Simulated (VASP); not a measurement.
## VN (rock salt): computed properties

All values below come from PBE GGA, VASP's PBE PAW potentials (set 64) (plane waves; VASP).

```yaml
space_group: Fm-3m (225)
cell: a = b = c = 4.120 Å, α = β = γ = 90.00°
volume_per_atom: 8.74 Å^3/atom
band gap (over mesh and band path): none (metal, semimetal or under 0.01 eV)
band_gap_with_spin_orbit_coupling: none (metallic)
density: 6.17 g/cm³
```

```
VN
1.0
    0.00000     2.06004     2.06004
    2.06004     0.00000     2.06004
    2.06004     2.06004     0.00000
V N
1 1
Cartesian
  0.00000   0.00000   0.00000
  2.06004   2.06004   2.06004
```

Measured: a 4.136 Å (computed value off by -0.4 %), as given by Friedrich, Winkler, Juarez-Arellano, Bayarjargal, Materials 4, 1648 (2011). The calculation is for a static lattice, while the measured a holds thermal and zero-point effects, which are part of the difference.

The compound is VN in the rock salt structure, which distorts at low temperature. It was relaxed first. Symmetry was kept, so distortions that lower it aren't found. The run is not spin-polarised, so no magnetic state was tried.
